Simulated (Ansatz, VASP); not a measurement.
**One calculation of NiMoIrPdW, 3 ways**

```
Ni Mo Pd Ir W
1.0
     2.76078    0.00000    0.00000
    -1.38039    2.39090    0.00000
     0.00000    0.00000   11.34051
Ni Mo Pd Ir W
1 1 1 1 1
Direct
  0.00000 0.00000 0.70917
  0.66667 0.33333 0.29425
  0.66667 0.33333 0.89901
  0.00000 0.00000 0.10604
  0.66667 0.33333 0.52921
```

The cell comes from a database or a generator and needn't be the stable form of this composition.

Alike in all runs: task electric field gradients; functional PBE; k mesh 11 × 11 × 3; occupations fermi-dirac, width 0.05 eV; collinear spin, ferromagnetic start; no spin-orbit coupling. Pressure is positive in compression and, in plane waves, holds the error of the finite cutoff, which Ansatz's Pulay term estimates and takes out.

| program and potentials | plane-wave cutoff (eV) | notes | pressure (GPa) | net moment per atom (μB) | largest force (eV/Å) |
| --- | --- | --- | --- | --- | --- |
| Ansatz, Ansatz PAW | 420 | 16.2 valence electrons an atom on average; Pulay term of +0.06 GPa included | -0.19 | 0.00 | 0.281 |
| VASP, PBE PAW files Ir, Mo_sv, Ni, Pd, W_sv, 520 eV | 520 | 11.4 valence electrons an atom on average | 0.16 | 0.00 | 0.296 |
| Ansatz, PAW datasets made for the crystal | 440 | 19 valence electrons an atom on average | ? | ? | ? |

Estimate from the other rows what the run with Ansatz, PAW datasets made for the crystal gave.

Pressure -0.20 GPa; net moment per atom 0.00 μB; largest force 0.284 eV/Å. The other rows, which needn't bracket it: pressure -0.19 to 0.16; net moment per atom 0.00; largest force 0.281 to 0.296.
